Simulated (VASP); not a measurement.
A convergence study with VASP on SnS₂: one setting is varied, all else stays as given below, so the limit is that of these other settings.

```xyz
6
Lattice="3.6317 0.0000 0.0000 -1.8159 3.1452 0.0000 0.0000 0.0000 22.8057" Properties=species:S:1:pos:R:3 pbc="T T T"
Sn     0.0000     0.0000     8.4676
Sn     0.0000     0.0000    14.3381
S      0.0000     2.0968     9.9352
S      1.8159     1.0484     7.0000
S      0.0000     2.0968    15.8057
S      1.8159     1.0484    12.8705
```

Method: PBE GGA, VASP's PBE PAW potentials (set 64) (plane waves; VASP). The tightest run used: 300 eV cut-off, 20×20×1 Γ-centred mesh, Fermi-Dirac smearing of 0.050 eV, potentials Sn_d S.

**Question.** The settings run are 2×2×1 mesh; 3×3×1 mesh; 4×4×1 mesh; 5×5×1 mesh; 6×6×1 mesh; 8×8×1 mesh; 9×9×1 mesh; 10×10×1 mesh; 12×12×1 mesh; 14×14×1 mesh; 17×17×1 mesh; 20×20×1 mesh. From which on does the energy per atom stay within 0.01 eV/atom of the tightest run?

**Answer.** From 5×5×1 mesh on: it is off by 0.0068 there and by no more than 0.01 in any finer run, while 4×4×1 mesh is off by 0.0256.
| setting | E (eV/atom) | irreducible k-points | difference judged (eV/atom) |
|---|---|---|---|
| 2×2×1 mesh | -3.8302 | 2 | 0.5527 |
| 3×3×1 mesh | -4.2728 | 3 | 0.1102 |
| 4×4×1 mesh | -4.3574 | 4 | 0.0256 |
| 5×5×1 mesh | -4.3762 | 5 | 0.0068 |
| 6×6×1 mesh | -4.3810 | 7 | 0.0020 |
| 8×8×1 mesh | -4.3827 | 10 | 0.0002 |
| 9×9×1 mesh | -4.3829 | 12 | 0.0001 |
| 10×10×1 mesh | -4.3830 | 14 | 0.0000 |
| 12×12×1 mesh | -4.3830 | 19 | 0.0000 |
| 14×14×1 mesh | -4.3830 | 24 | 0.0000 |
| 17×17×1 mesh | -4.3830 | 33 | 0.0000 |
| 20×20×1 mesh | -4.3830 | 44 | 0.0000 |

Left out are rungs that failed or repeat a setting and relaxations that didn't move; long series are thinned to 24 rows.

The cell is a sheet or thin cut with vacuum, built from a generated structure.
